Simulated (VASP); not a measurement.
## What goes wrong when Tantalum is relaxed with a bad input

Aim: see how common mistakes in a VASP relaxation show up, on Tantalum. The starting structure is a measured crystal structure from the Crystallography Open Database. The first relaxation on each setting starts from this cell expanded by 3 % in volume.

Program: VASP 6.6.1. Level of theory: Kohn-Sham DFT with plane waves and PAW; PBEsol. Results are calculated unless marked as measured.

## (1) The structure

It takes space group Im-3m (No. 229, cubic). The conventional cell has a = 3.306 Å, b = 3.306 Å, c = 3.306 Å, α = 90.00°, β = 90.00°, γ = 90.00°. Nearest to Ta lie 8 Ta at 2.86 Å.

Coordinates:

```
Ta
1.0
    -1.65290    1.65290    1.65290
     1.65290   -1.65290    1.65290
     1.65290    1.65290   -1.65290
Ta
1
Cartesian
  0.0000 0.0000 0.0000
```

## (2) Reference relaxation

This run starts from the cell of an earlier relaxation, which isn't shown; the restart sets up the plane waves anew.

Input file INCAR:

```
SYSTEM = Ta
PREC = Accurate
ENCUT = 450
EDIFF = 1E-06
NELM = 100
ISMEAR = 1
SIGMA = 0.15
LREAL = .FALSE.
ALGO = Normal
GGA = PS
NBANDS = 11
LORBIT = 11
LWAVE = .FALSE.
LCHARG = .FALSE.
KPAR = 4
IBRION = 2
NSW = 50
ISIF = 3
EDIFFG = -0.006
```

Input file POSCAR:

```
Ta
1.0
   -1.6405723621      1.6405723621      1.6405723621
    1.6405723621     -1.6405723621      1.6405723621
    1.6405723621      1.6405723621     -1.6405723621
Ta
1
Direct
    0.0000000000      0.0000000000      0.0000000000
```

Input file KPOINTS:

```
Automatic mesh
0
Gamma
18 18 18
0 0 0
```

Potentials, in the order of the species: Ta_pv (PBE family, release 64).

Launch:

```console
$ mpirun -np 4 vasp_std
```

Log:

```text
[banner, memory and clock lines left out]
running    4 mpi-ranks, on    1 nodes
 distrk:  each k-point on    1 cores,    4 groups
 distr:  one band on    1 cores,    1 groups

 POSCAR found type information on POSCAR Ta
 POSCAR found :  1 types and       1 ions
|                                                                             |
|               ----> ADVICE to this user running VASP <----                  |
|                                                                             |
|     You enforced a specific xc type in the INCAR file but a different       |
|     [... a line on the potential file left out ...]
|     I HOPE YOU KNOW WHAT YOU ARE DOING!                                     |
|                                                                             |

 LDA part: xc-table for (Slater+PW92), standard interpolation
 POSCAR, INCAR and KPOINTS ok, starting setup
 FFT: planning ... GRIDC
 FFT: planning ... GRID_SOFT
 FFT: planning ... GRID
 WAVECAR not read
 entering main loop
       N       E                     dE             d eps       ncg     rms          rms(c)
DAV:   1     0.510057594876E+02    0.51006E+02   -0.58598E+03  4306   0.865E+02
DAV:   2    -0.121859487246E+02   -0.63192E+02   -0.61686E+02  4759   0.233E+02
DAV:   3    -0.130455908381E+02   -0.85964E+00   -0.85141E+00  5182   0.263E+01
DAV:   4    -0.130483168781E+02   -0.27260E-02   -0.27256E-02  4721   0.157E+00
DAV:   5    -0.130483294052E+02   -0.12527E-04   -0.12527E-04  5153   0.961E-02    0.143E+01
DAV:   6    -0.126682100710E+02    0.38012E+00   -0.32746E-01  4896   0.630E+00    0.700E+00
DAV:   7    -0.125529366421E+02    0.11527E+00   -0.27680E-01  4890   0.540E+00    0.386E-01
DAV:   8    -0.125516236711E+02    0.13130E-02   -0.85823E-03  5178   0.759E-01    0.672E-02
DAV:   9    -0.125516225943E+02    0.10767E-05   -0.52403E-05  4894   0.762E-02    0.208E-02
DAV:  10    -0.125516201627E+02    0.24316E-05   -0.22590E-06  4856   0.172E-02    0.361E-03
DAV:  11    -0.125516201310E+02    0.31701E-07   -0.13765E-07  2757   0.425E-03
   1 F= -.12551620E+02 E0= -.12551822E+02  d E =-.125516E+02
 curvature:   0.00 expect dE= 0.000E+00 dE for cont linesearch  0.000E+00
 trial: gam= 0.00000 g(F)=  0.220E-62 g(S)=  0.180E-06 ort = 0.000E+00 (trialstep = 0.100E+01)
 search vector abs. value=  0.180E-06
 reached required accuracy - stopping structural energy minimisation
```

The job ended after 5.4 s (4 MPI ranks of Intel Xeon Platinum 8259CL at 2.50GHz (Skylake/Cascade Lake), shared host; peak memory 0.56 GiB).

The logs omit lines about the potential files and the build; timing stands in the text.

From OUTCAR (step 2):

```text
ion  position               nearest neighbor table
   1  0.000  0.000  0.000-

  LATTYP: Found a body centered cubic cell.
 ALAT       =     3.2811447242

 Subroutine GETGRP returns: Found 48 space group operations
 (whereof 48 operations were pure point group operations)

The static configuration has the point symmetry O_h .

 Found    195 irreducible k-points:

   k-points           NKPTS =    195   k-points in BZ     NKDIM =    195   number of bands    NBANDS=     11

   dimension x,y,z NGX =    20 NGY =   20 NGZ =   20
   dimension x,y,z NGXF=    40 NGYF=   40 NGZF=   40

   ENCUT  =  450.0 eV  33.07 Ry    5.75 a.u.   4.91  4.91  4.91*2*pi/ulx,y,z

   NELECT =      11.0000    total number of electrons

 k-points in reciprocal lattice and weights: Automatic mesh
   0.00000000  0.00000000  0.00000000       0.000
   0.05555556  0.00000000  0.00000000       0.002
   0.11111111  0.00000000  0.00000000       0.002
   0.16666667  0.00000000  0.00000000       0.002
   0.22222222  0.00000000  0.00000000       0.002
   0.27777778  0.00000000  0.00000000       0.002
   0.33333333  0.00000000  0.00000000       0.002
   0.38888889  0.00000000  0.00000000       0.002
   0.44444444  0.00000000  0.00000000       0.002
[...]
0.50000000  0.50000000  0.44444444       0.002
   0.50000000  0.50000000  0.50000000       0.000

 average (electrostatic) potential at core
       1 -36.0159

 E-fermi :   5.4863

 k-point     1 :       0.0000    0.0000    0.0000
  band No.  band energies     occupation
      1     -27.4655      2.00000
      2     -27.4655      2.00000
      3     -27.4655      2.00000
      4      -2.5252      2.00000
      5       6.2024     -0.00000
      6       6.2024     -0.00000
      7       6.2024     -0.00000
      8       9.5370      0.00000
      9       9.5370      0.00000
    ...

 k-point     2 :       0.0556    0.0000    0.0000
  band No.  band energies     occupation
      1     -27.5070      2.00000
      2     -27.4781      2.00000
      3     -27.4657      2.00000
      4      -2.3829      2.00000
      5       6.1092     -0.00000
      6       6.1765     -0.00000
      7       6.3416     -0.00000
      8       9.3825      0.00000
      9       9.5368      0.00000
    ...

 k-point     3 :       0.1111    0.0000    0.0000
  band No.  band energies     occupation
      1     -27.6254      2.00000
      2     -27.5145      2.00000
      3     -27.4664      2.00000
      4      -1.9712      2.00000
      5       5.8528     -0.00298
      6       6.0668     -0.00000
      7       6.7550     -0.00000
      8       9.0606      0.00000
      9       9.5446      0.00000
    ...

  Total       -0.0011159     -0.0011159     -0.0011159      0.0000000     -0.0000000      0.0000000
  in kB       -0.1012279     -0.1012279     -0.1012279      0.0000000     -0.0000000      0.0000000
  external PRESSURE =      -0.1012279 kB  Pullay stress =       0.0000000 kB

  energy-cutoff  :      450.00
  volume of cell :       17.66
      direct lattice vectors                 reciprocal lattice vectors
    -1.640572362  1.640572362  1.640572362     0.000000000  0.304771683  0.304771683
     1.640572362 -1.640572362  1.640572362     0.304771683  0.000000000  0.304771683
     1.640572362  1.640572362 -1.640572362     0.304771683  0.304771683  0.000000000

 POSITION                                       TOTAL-FORCE (eV/Angst)
 -----------------------------------------------------------------------------------
      0.00000      0.00000      0.00000         0.000000      0.000000     -0.000000
 -----------------------------------------------------------------------------------
    total drift:                                0.000000     -0.000000      0.000000

  FREE ENERGIE OF THE ION-ELECTRON SYSTEM (eV)
  ---------------------------------------------------
  free  energy   TOTEN  =       -12.5516201310 eV

  energy  without entropy=      -12.5522256964  energy(sigma->0) =      -12.55182199

 reached required accuracy - stopping structural energy minimisation

 total charge
# of ion       s       p       d       tot
------------------------------------------
    1        0.374   6.173   2.428   8.974

[... 3 further parts left out ...]
```

CONTCAR:

```
Ta
   1.00000000000000
    -1.6405723620999999    1.6405723620999999    1.6405723620999999
     1.6405723620999999   -1.6405723620999999    1.6405723620999999
     1.6405723620999999    1.6405723620999999   -1.6405723620999999
  Ta
     1
Direct
     0.0000000000000000    0.0000000000000000    0.0000000000000000
```

This run has no spin polarisation. Its electron count is odd, so without a moment it is a metal by construction. The PAW data sets were made with PBE, which is usual practice but a small mismatch for other functionals. The run keeps the 48 symmetry operations of its start, so it cannot find a distortion of lower symmetry.

The reference relaxation ends at 17.662 Å³ an atom. Pressures at 0.985 and 1.015 times this volume, from two more relaxations that aren't shown, give a bulk modulus of 208.6 GPa.

## (3) Relaxation with one electron too many

A slip made on purpose: one electron too many. Against step 2 the input has NELECT = 12 (also changed: NELM).

Edit INCAR of step 2 so:

```diff
@@ -4,3 +4,3 @@
 EDIFF = 1E-06
-NELM = 100
+NELM = 60
 ISMEAR = 1
@@ -19 +19,2 @@
 EDIFFG = -0.006
+NELECT = 12
```

Input file POSCAR:

```
Ta
1.0
   -1.6692664109      1.6692664109      1.6692664109
    1.6692664109     -1.6692664109      1.6692664109
    1.6692664109      1.6692664109     -1.6692664109
Ta
1
Direct
    0.0000000000      0.0000000000      0.0000000000
```

KPOINTS is that of step 2.

Launch:

```console
$ mpirun -np 4 vasp_std
```

Log:

```text
[banner, memory and clock lines left out]
running    4 mpi-ranks, on    1 nodes
[...]
[... a notice as in an earlier step ...]

 LDA part: xc-table for (Slater+PW92), standard interpolation
 POSCAR, INCAR and KPOINTS ok, starting setup
[...]
entering main loop
       N       E                     dE             d eps       ncg     rms          rms(c)
DAV:   1     0.614072541494E+02    0.61407E+02   -0.65915E+03  4290   0.991E+02
DAV:   2    -0.591587037356E+01   -0.67323E+02   -0.65769E+02  4825   0.247E+02
DAV:   3    -0.688609009412E+01   -0.97022E+00   -0.96309E+00  5254   0.286E+01
DAV:   4    -0.688940929487E+01   -0.33192E-02   -0.33187E-02  4670   0.179E+00
DAV:   5    -0.688942623353E+01   -0.16939E-04   -0.16938E-04  5193   0.116E-01BRMIX: very serious problems
 the old and the new charge density differ
 old charge density:    11.00000 new   12.00000
BRMIX: very serious problems
 the old and the new charge density differ
BRMIX: very serious problems
 the old and the new charge density differ
[...]
old charge density:    11.00000 new   12.00000
    0.143E+01
DAV:   6    -0.714812543743E+01   -0.25870E+00   -0.25302E-02  4794   0.213E+00    0.833E+00
DAV:   7    -0.703370137414E+01    0.11442E+00   -0.43907E-01  4830   0.699E+00    0.205E+00
DAV:   8    -0.702858361777E+01    0.51178E-02   -0.10562E-02  4890   0.870E-01    0.134E+00
DAV:   9    -0.702250478328E+01    0.60788E-02   -0.12629E-02  4833   0.127E+00    0.650E-01
DAV:  10    -0.702206688007E+01    0.43790E-03   -0.22908E-03  4980   0.512E-01    0.646E-02
DAV:  11    -0.702203366166E+01    0.33218E-04   -0.98184E-05  4737   0.120E-01    0.192E-02
DAV:  12    -0.702203300126E+01    0.66041E-06   -0.24182E-06  4977   0.175E-02
   1 F= -.70220330E+01 E0= -.70216353E+01  d E =-.702203E+01
[... from here on, the cycles between the ionic steps are left out ...]
   2 F= -.68227769E+01 E0= -.68230903E+01  d E =0.199256E+00
   3 F= -.80954166E+01 E0= -.80952625E+01  d E =-.107338E+01
   4 F= -.81062864E+01 E0= -.81060935E+01  d E =-.108425E+01
   5 F= -.81082724E+01 E0= -.81080531E+01  d E =-.108624E+01
   6 F= -.81080402E+01 E0= -.81078306E+01  d E =-.108601E+01
   7 F= -.81081543E+01 E0= -.81079297E+01  d E =-.114073E-03
   8 F= -.81082751E+01 E0= -.81080568E+01  d E =-.234905E-03
[...]
reached required accuracy - stopping structural energy minimisation
```

Wall time 27 s (4 MPI ranks); peak memory 0.65 GiB.

Parts of OUTCAR (step 3):

```text
  Total        0.0012211      0.0012211      0.0012211      0.0000000      0.0000000      0.0000000
  in kB        0.0745515      0.0745515      0.0745515      0.0000000      0.0000000      0.0000000
  external PRESSURE =       0.0745515 kB  Pullay stress =       0.0000000 kB

 POSITION                                       TOTAL-FORCE (eV/Angst)
 -----------------------------------------------------------------------------------
      0.00000      0.00000     -0.00000         0.000000     -0.000000      0.000000
 -----------------------------------------------------------------------------------
    total drift:                               -0.000000     -0.000000      0.000000

  FREE ENERGIE OF THE ION-ELECTRON SYSTEM (eV)
  ---------------------------------------------------
  free  energy   TOTEN  =        -8.1082750900 eV

  energy  without entropy=       -8.1076200866  energy(sigma->0) =       -8.10805676

[... 2 parts as in an earlier step ...]

[... 2 further parts left out ...]
[key lines of the parts left out:]
E-fermi :   3.7873
```

With one electron too many the cell ends at 26.243 Å³ an atom, +48.58 % from the reference.

## (4) Relaxation with an ionic step far too long

A slip made on purpose: an ionic step far too long. Against step 2 the input has IBRION = 1 and POTIM = 2 (also changed: NELM and NSW).

Edit INCAR of step 3 so:

```diff
@@ -15,6 +15,6 @@
 KPAR = 4
-IBRION = 2
-NSW = 50
+IBRION = 1
+NSW = 30
 ISIF = 3
 EDIFFG = -0.006
-NELECT = 12
+POTIM = 2
```

POSCAR is that of step 3.

KPOINTS is that of step 3.

Launch:

```console
$ mpirun -np 4 vasp_std
```

Log:

```text
[... set-up lines as in an earlier step ...]
 entering main loop
       N       E                     dE             d eps       ncg     rms          rms(c)
DAV:   1     0.496211529530E+02    0.49621E+02   -0.58267E+03  4290   0.850E+02
DAV:   2    -0.122271284529E+02   -0.61848E+02   -0.60610E+02  4825   0.229E+02
DAV:   3    -0.130625059327E+02   -0.83538E+00   -0.82728E+00  5254   0.259E+01
DAV:   4    -0.130653041350E+02   -0.27982E-02   -0.27979E-02  4670   0.162E+00
[...]
DAV:   9    -0.125218924775E+02    0.14084E-05   -0.53235E-05  4902   0.782E-02    0.213E-02
DAV:  10    -0.125218895897E+02    0.28878E-05   -0.20772E-06  4564   0.162E-02    0.248E-03
DAV:  11    -0.125218896718E+02   -0.82115E-07   -0.11790E-07  2727   0.414E-03
   1 F= -.12521890E+02 E0= -.12522234E+02  d E =-.125219E+02
[...]
2 F= -.39977469E+01 E0= -.39977273E+01  d E =0.852414E+01
[...]
3 F= -.12546515E+02 E0= -.12546750E+02  d E =-.854877E+01
[...]
4 F= -.12551045E+02 E0= -.12551252E+02  d E =-.453051E-02
[...]
5 F= -.12552028E+02 E0= -.12552230E+02  d E =-.982780E-03
 BRION: g(F)=  0.138E-61 g(S)=  0.284E-05 retain N=  1 mean eig= 0.08
 eig:   0.076
 reached required accuracy - stopping structural energy minimisation
```

The job ended after 18 s (4 MPI ranks; peak memory 0.64 GiB).

OUTCAR, selected parts (step 4):

```text
  Total        0.0022147      0.0022147      0.0022147      0.0000000      0.0000000     -0.0000000
  in kB        0.2009284      0.2009284      0.2009284      0.0000000      0.0000000     -0.0000000
  external PRESSURE =       0.2009284 kB  Pullay stress =       0.0000000 kB

 POSITION                                       TOTAL-FORCE (eV/Angst)
 -----------------------------------------------------------------------------------
     -0.00000      0.00000      0.00000         0.000000     -0.000000      0.000000
 -----------------------------------------------------------------------------------
    total drift:                                0.000000     -0.000000      0.000000

  FREE ENERGIE OF THE ION-ELECTRON SYSTEM (eV)
  ---------------------------------------------------
  free  energy   TOTEN  =       -12.5520280268 eV

  energy  without entropy=      -12.5526338982  energy(sigma->0) =      -12.55222998

[... 2 parts as in an earlier step ...]

[... 2 further parts left out ...]
[key lines of the parts left out:]
E-fermi :   5.4873
```

With an ionic step far too long the cell ends at 17.660 Å³ an atom, -0.01 % from the reference.

(Continued in part 2 of 2.)

[Lines on the potential files, build, host, timing and source positions are cut from VASP's logs without a mark.]

[Logs are printed without paths, hosts, clocks, repeated set-up lines and the standing remarks that a program may print on its own settings, such as how far it seeks lower states.]

[Hosts, paths, dates, database ids (printed as entryN), source tags and the programs' standing remarks are cut or masked in the printed files.]
